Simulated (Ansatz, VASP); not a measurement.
# Cross-check of SrCaH2Br2 between VASP and Ansatz

One calculation is typed for both programs; each brings its own data sets. How far apart do they land? The cell is generated by rule, not measured, and may not be a known phase. The cell is taken from a series of runs on this material, whose earlier steps may have relaxed, scaled, displaced or heated it; both programs get it as it stands.

Calculated with Ansatz 0.2.0; plane waves, with VASP 6.6.1 beside it; relaxation of cell and atoms at PBEsol.

The structure was built from a prototype and need not be the compound's stable phase.

## 1. Starting point

Symmetry: P4mm, No. 99, tetragonal system. Conventional cell: a = 4.024 Å, b = 4.024 Å, c = 7.244 Å, α = 90.00°, β = 90.00°, γ = 90.00°. Nearest to Sr lie 4 H at 2.44 Å and 6 Br at 3.10 to 3.77 Å. Ca has 4 H at 2.36 Å and 6 Br at 3.07 to 3.84 Å and 4 Sr at 3.87 Å nearest. H has 2 Ca at 2.36 Å and 2 Sr at 2.44 Å nearest. Nearest to Br lie 4 Ca at 3.07 Å and 4 H at 3.12 Å and 2 Sr at 3.47 to 3.77 Å. Br has 4 Sr at 3.10 Å and 4 H at 3.29 Å and 2 Ca at 3.40 to 3.84 Å nearest. Farther neighbours and most contacts between anions are not listed.

Coordinates:

```
Sr Ca H Br
1.0
     4.02432    0.00000    0.00000
     0.00000    4.02432    0.00000
     0.00000    0.00000    7.24369
Sr Ca H Br
1 1 2 2
Direct
  0.00000 0.50000 0.18250
  0.50000 0.00000 0.82131
  0.00000 0.00000 0.99146
  0.50000 0.50000 0.99146
  0.00000 0.50000 0.66175
  0.50000 0.00000 0.35152
```

## 2. VASP: relaxation of cell and atoms, PBEsol

The relaxed volume is the usual yardstick between codes: in a stiff, nearly cubic crystal its relative difference is about their pressure difference at one cell divided by the bulk modulus.

Lines of VASP's logs that name or quote its potential files are left out, and so is its time.

INCAR

```
SYSTEM = SrCaH2Br2
PREC = Accurate
ENCUT = 500
EDIFF = 1E-07
NELM = 120
ISMEAR = 0
SIGMA = 0.02
LREAL = .FALSE.
ALGO = Normal
GGA = PS
NBANDS = 24
LORBIT = 11
LWAVE = .FALSE.
LCHARG = .FALSE.
ISIF = 3
IBRION = 2
NSW = 80
EDIFFG = -0.005
LASPH = .TRUE.
GGA_COMPAT = .FALSE.
NELMIN = 4
EFERMI = MIDGAP
KPAR = 2
```

POSCAR

```
SrCaH2Br2
1.0
    4.0243160000      0.0000000000      0.0000000000
    0.0000000000      4.0243160000      0.0000000000
    0.0000000000      0.0000000000      7.2436860000
Sr Ca H Br
1 1 2 2
Direct
    0.0000000000      0.5000000000      0.1825025270
    0.5000000000      0.0000000000      0.8213118294
    0.0000000000      0.0000000000      0.9914554551
    0.5000000000      0.5000000000      0.9914554551
    0.0000000000      0.5000000000      0.6617531461
    0.5000000000      0.0000000000      0.3515215872
```

KPOINTS

```
Automatic mesh
0
Gamma
6 6 4
0 0 0
```

Potentials, in the order of the species: Sr_sv, Ca_sv, H and Br (PBE family, release 64).

Started as:

```sh
mpirun -np 2 vasp_std
```

Numbers of over 12 decimals in the logs are rounded to 6 here.

Log:

```text
[banner, memory and clock lines left out]
running    2 mpi-ranks, on    1 nodes
 distrk:  each k-point on    1 cores,    2 groups
 distr:  one band on    1 cores,    1 groups

 POSCAR found type information on POSCAR SrCaH Br
 POSCAR found :  4 types and       6 ions
|                                                                             |
|               ----> ADVICE to this user running VASP <----                  |
|                                                                             |
|     You enforced a specific xc type in the INCAR file but a different       |
|     [... a line on the potential file left out ...]
|     I HOPE YOU KNOW WHAT YOU ARE DOING!                                     |
|                                                                             |

 LDA part: xc-table for (Slater+PW92), standard interpolation
 POSCAR, INCAR and KPOINTS ok, starting setup
 FFT: planning ... GRIDC
 FFT: planning ... GRID_SOFT
 FFT: planning ... GRID
 WAVECAR not read
 entering main loop
       N       E                     dE             d eps       ncg     rms          rms(c)
DAV:   1     0.251865252170E+03    0.25187E+03   -0.16384E+04  1440   0.131E+03
DAV:   2    -0.346853889236E+01   -0.25533E+03   -0.25074E+03  1728   0.322E+02
DAV:   3    -0.228878780592E+02   -0.19419E+02   -0.19362E+02  2392   0.758E+01
DAV:   4    -0.236719489930E+02   -0.78407E+00   -0.78299E+00  2240   0.136E+01
DAV:   5    -0.236908682790E+02   -0.18919E-01   -0.18919E-01  2160   0.144E+00    0.202E+01
DAV:   6    -0.227934521854E+02    0.89742E+00   -0.11140E+00  1720   0.582E+00    0.119E+01
DAV:   7    -0.225444183629E+02    0.24903E+00   -0.20781E+00  1752   0.745E+00    0.146E+00
DAV:   8    -0.225512030761E+02   -0.67847E-02   -0.25317E-01  2096   0.261E+00    0.774E-01
DAV:   9    -0.225484213094E+02    0.27818E-02   -0.14651E-02  1936   0.547E-01    0.389E-01
DAV:  10    -0.225487660591E+02   -0.34475E-03   -0.37408E-03  1872   0.283E-01    0.165E-01
DAV:  11    -0.225488291064E+02   -0.63047E-04   -0.32212E-04  2312   0.109E-01    0.444E-02
DAV:  12    -0.225488325652E+02   -0.34587E-05   -0.11520E-04  1888   0.484E-02    0.281E-02
DAV:  13    -0.225488378168E+02   -0.52516E-05   -0.15102E-05  1896   0.248E-02    0.734E-03
DAV:  14    -0.225488376341E+02    0.18268E-06   -0.26615E-06  1952   0.844E-03    0.176E-03
DAV:  15    -0.225488377550E+02   -0.12086E-06   -0.30619E-07  1640   0.317E-03    0.118E-03
DAV:  16    -0.225488377539E+02    0.10514E-08   -0.29327E-08  1344   0.104E-03
   1 F= -.22548838E+02 E0= -.22548838E+02  d E =-.225488E+02
[...]
2 F= -.22548958E+02 E0= -.22548958E+02  d E =-.120699E-03
[...]
3 F= -.22548970E+02 E0= -.22548970E+02  d E =-.132268E-03
[...]
4 F= -.22548989E+02 E0= -.22548989E+02  d E =-.187755E-04
[...]
5 F= -.22549036E+02 E0= -.22549036E+02  d E =-.657088E-04
[...]
6 F= -.22549085E+02 E0= -.22549085E+02  d E =-.115254E-03
[...]
7 F= -.22549088E+02 E0= -.22549088E+02  d E =-.118225E-03
 curvature:  -7.01 expect dE=-0.473E-04 dE for cont linesearch -0.523E-09
 trial: gam= 0.35101 g(F)=  0.660E-05 g(S)=  0.138E-06 ort = 0.387E-07 (trialstep = 0.346E+01)
 search vector abs. value=  0.924E-05
 bond charge predicted
       N       E                     dE             d eps       ncg     rms          rms(c)
DAV:   1    -0.225491111066E+02   -0.22905E-04   -0.10253E-02  1440   0.727E-01    0.485E-02
DAV:   2    -0.225491117726E+02   -0.66605E-06   -0.46927E-04  1800   0.146E-01    0.230E-02
DAV:   3    -0.225491010296E+02    0.10743E-04   -0.23927E-05  2088   0.296E-02    0.893E-03
DAV:   4    -0.225491002385E+02    0.79101E-06   -0.36064E-06  2440   0.105E-02    0.429E-03
DAV:   5    -0.225491006965E+02   -0.45791E-06   -0.33069E-07  1760   0.371E-03    0.128E-03
DAV:   6    -0.225491008173E+02   -0.12088E-06   -0.40879E-08  1304   0.132E-03    0.286E-04
DAV:   7    -0.225491008210E+02   -0.36380E-08   -0.12290E-08  1080   0.672E-04
   8 F= -.22549101E+02 E0= -.22549101E+02  d E =-.125737E-04
 trial-energy change:   -0.000013  1 .order   -0.000013   -0.000023   -0.000002
 step:   3.8660(harm=  3.8660)  dis= 0.00095  next Energy=   -22.549101 (dE=-0.131E-04)
 reached required accuracy - stopping structural energy minimisation
```

Parts of OUTCAR (step 2):

```text
ion  position               nearest neighbor table
   1  0.000  0.500  0.183-   3 2.44   4 2.44   3 2.44   4 2.44   6 3.10   6 3.10   6 3.10   6 3.10
                             5 3.47   5 3.77   2 3.87   2 3.87   2 3.87   2 3.87
   2  0.500  0.000  0.821-   1 3.87   1 3.87   1 3.87   1 3.87
   3  0.000  0.000  0.991-   1 2.44   1 2.44
   4  0.500  0.500  0.991-   1 2.44   1 2.44
   5  0.000  0.500  0.662-   1 3.47   1 3.77
   6  0.500  0.000  0.352-   1 3.10   1 3.10   1 3.10   1 3.10

  LATTYP: Found a simple tetragonal cell.
 ALAT       =     4.0243160000
 C/A-ratio  =     1.7999794251

 Subroutine GETGRP returns: Found  8 space group operations
 (whereof  4 operations were pure point group operations)

The static configuration has the point symmetry C_2v.
 The point group associated with its full space group is C_4v.

 Found     30 irreducible k-points:

   k-points           NKPTS =     30   k-points in BZ     NKDIM =     30   number of bands    NBANDS=     24

   dimension x,y,z NGX =    30 NGY =   30 NGZ =   54
   dimension x,y,z NGXF=    60 NGYF=   60 NGZF=  108

   ENCUT  =  500.0 eV  36.75 Ry    6.06 a.u.   7.34  7.34 13.21*2*pi/ulx,y,z

   NELECT =      36.0000    total number of electrons

 k-points in reciprocal lattice and weights: Automatic mesh
   0.00000000  0.00000000  0.00000000       0.007
   0.16666667  0.00000000  0.00000000       0.028
   0.33333333  0.00000000  0.00000000       0.028
   0.50000000  0.00000000  0.00000000       0.014
   0.16666667  0.16666667  0.00000000       0.028
   0.33333333  0.16666667  0.00000000       0.056
   0.50000000  0.16666667  0.00000000       0.028
   0.33333333  0.33333333  0.00000000       0.028
   0.50000000  0.33333333  0.00000000       0.028
[...]
0.50000000  0.33333333  0.50000000       0.028
   0.50000000  0.50000000  0.50000000       0.007

 average (electrostatic) potential at core
       1 -37.4461       2 -46.5067       3 -31.3130       4 -31.3130       5 -63.0764
       6 -63.1667

 E-fermi :   3.1796

 k-point     1 :       0.0000    0.0000    0.0000
  band No.  band energies     occupation
    ...
     14      -0.3804      2.00000
     15       0.1792      2.00000
     16       0.3553      2.00000
     17       0.3553      2.00000
     18       0.9206      2.00000
     19       5.2906      0.00000
     20       5.7774      0.00000
     21       6.4538      0.00000
     22       6.4538      0.00000
     23       7.0906      0.00000
    ...

 k-point     2 :       0.1667    0.0000    0.0000
  band No.  band energies     occupation
    ...
     14      -0.5281      2.00000
     15      -0.0085      2.00000
     16       0.2519      2.00000
     17       0.8773      2.00000
     18       0.9797      2.00000
     19       5.5798      0.00000
     20       5.6683      0.00000
     21       6.0591      0.00000
     22       6.2195      0.00000
     23       7.2092      0.00000
    ...

 k-point     3 :       0.3333    0.0000    0.0000
  band No.  band energies     occupation
    ...
     14      -0.4331      2.00000
     15      -0.2009      2.00000
     16       0.0210      2.00000
     17       1.0683      2.00000
     18       1.1859      2.00000
     19       5.5721      0.00000
     20       6.0035      0.00000
     21       6.1096      0.00000
     22       6.2320      0.00000
     23       7.2019      0.00000
    ...

  Total        0.0036300      0.0036300     -0.0006686      0.0000000      0.0000000      0.0000000
  in kB        0.0495457      0.0495457     -0.0091260      0.0000000      0.0000000      0.0000000
  external PRESSURE =       0.0299885 kB  Pullay stress =       0.0000000 kB

  energy-cutoff  :      500.00
  volume of cell :      117.39
      direct lattice vectors                 reciprocal lattice vectors
     4.032270315  0.000000000  0.000000000     0.247999247  0.000000000  0.000000000
     0.000000000  4.032270315  0.000000000     0.000000000  0.247999247  0.000000000
     0.000000000  0.000000000  7.219637404     0.000000000  0.000000000  0.138511111

 POSITION                                       TOTAL-FORCE (eV/Angst)
 -----------------------------------------------------------------------------------
      0.00000      2.01614      1.32180         0.000000      0.000000     -0.001184
      2.01614      0.00000      5.92396         0.000000      0.000000     -0.000668
      0.00000      0.00000      7.15696         0.000000      0.000000      0.001329
      2.01614      2.01614      7.15696         0.000000      0.000000      0.001329
      0.00000      2.01614      4.77296         0.000000      0.000000     -0.000058
      2.01614      0.00000      2.54591         0.000000      0.000000     -0.000748
 -----------------------------------------------------------------------------------
    total drift:                                0.000000     -0.000000      0.000039

  FREE ENERGIE OF THE ION-ELECTRON SYSTEM (eV)
  ---------------------------------------------------
  free  energy   TOTEN  =       -22.5491008210 eV

  energy  without entropy=      -22.5491008210  energy(sigma->0) =      -22.54910082

 reached required accuracy - stopping structural energy minimisation

 total charge
# of ion       s       p       d       tot
------------------------------------------
    1        2.007   5.755   0.225   7.987
    2        2.025   5.844   0.223   8.092
    3        0.529   0.002   0.000   0.531
    4        0.529   0.002   0.000   0.531
    5        1.599   3.270   0.009   4.878
    6        1.598   3.287   0.009   4.894
--------------------------------------------------
tot          8.287  18.159   0.467  26.913

[... 3 further parts left out ...]
```

CONTCAR:

```
SrCaH2Br2
   1.00000000000000
     4.0322703152545243    0.0000000000000000    0.0000000000000000
     0.0000000000000000    4.0322703152545243    0.0000000000000000
     0.0000000000000000    0.0000000000000000    7.2196374035662396
  Sr              Ca              H               Br
     1     1     2     2
Direct
     0.0000000000000000    0.5000000000000000    0.1830838481437553
     0.5000000000000000    0.0000000000000000    0.8205342833860659
     0.0000000000000000    0.0000000000000000    0.9913189176876365
     0.5000000000000000    0.5000000000000000    0.9913189176876365
     0.0000000000000000    0.5000000000000000    0.6611078445295139
     0.5000000000000000    0.0000000000000000    0.3526361884653902
```

(Continued in part 2 of 2.)

[Lines on the potential files, build, host, timing and source positions are cut from VASP's logs without a mark.]

[Logs are printed without paths, hosts, clocks, repeated set-up lines and the standing remarks that a program may print on its own settings, such as how far it seeks lower states.]

[Hosts, paths, dates, database ids (printed as entryN), source tags and the programs' standing remarks are cut or masked in the printed files.]
